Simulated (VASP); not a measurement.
Here is the system:

```
CELL_PARAMETERS angstrom
      2.88760     0.00000     0.00000
     -1.44380     2.50074     0.00000
      0.00000     0.00000    13.10482
ATOMIC_POSITIONS crystal
  Al 0.32941 0.66047 0.25169
  Al 0.67032 0.33291 0.75036
  V  0.33750 0.67134 0.58760
  V  0.66761 0.33830 0.41343
  V  0.66153 0.32991 0.08524
  V  0.33387 0.66595 0.91297
  C  0.00069 0.99553 0.99829
  C  0.99906 0.00560 0.50042
```

Method: LDA (Ceperley-Alder, Perdew-Zunger), VASP's LDA PAW potentials (set 64) (plane waves; VASP). Numerical set-up: 400 eV cut-off, 4×4×4 Γ-centred mesh, first-order Methfessel-Paxton smearing of 0.14 eV, potentials Al V_sv C.

At this cut-off the stress carries a Pulay error, which pulls relaxed volumes low.  Energy and stress use the plane-wave basis of the starting cell.

The ions, cell shape and volume are relaxed. Which structure does the run end with?

```
CELL_PARAMETERS angstrom
      2.83859     0.00015    -0.00002
     -1.41916     2.45797    -0.00001
     -0.00008    -0.00013    12.91008
ATOMIC_POSITIONS crystal
  Al 0.33265 0.66636 0.24996
  Al 0.66733 0.33401 0.75006
  V  0.33390 0.66801 0.58698
  V  0.66694 0.33446 0.41297
  V  0.66615 0.33192 0.08700
  V  0.33302 0.66537 0.91304
  C  0.99955 0.99855 0.00001
  C  0.00046 0.00131 0.49997
```
Space group P6_3/mmc (194), at a tolerance of 0.03 Å.

How do energy and volume change from the first to the last step?

The energy (σ→0) changes by -20.3 meV/atom and the volume by -4.8 %, in 15 ionic steps.

The structure comes from a computed database's AlV2C entry; how it stands against other phases isn't given here. In the starting cell atoms are displaced from their ideal sites. This run relaxes it. The k-mesh is coarse (spacing up to 0.64 per Å, 2π included), so the numbers may not be converged in it. The run is one of a series of settings (EDIFFG = -0.01, GGA removed, IBRION = 2, ISIF = 3, ISMEAR = 1, NSW = 50, SIGMA = 0.136, KPOINTS 4×4×4 Γ-centred mesh, POTCAR Al V_sv C (LDA.64 set) against the base run), some of them coarse on purpose. The run is not spin-polarised, so no magnetic state was tried.
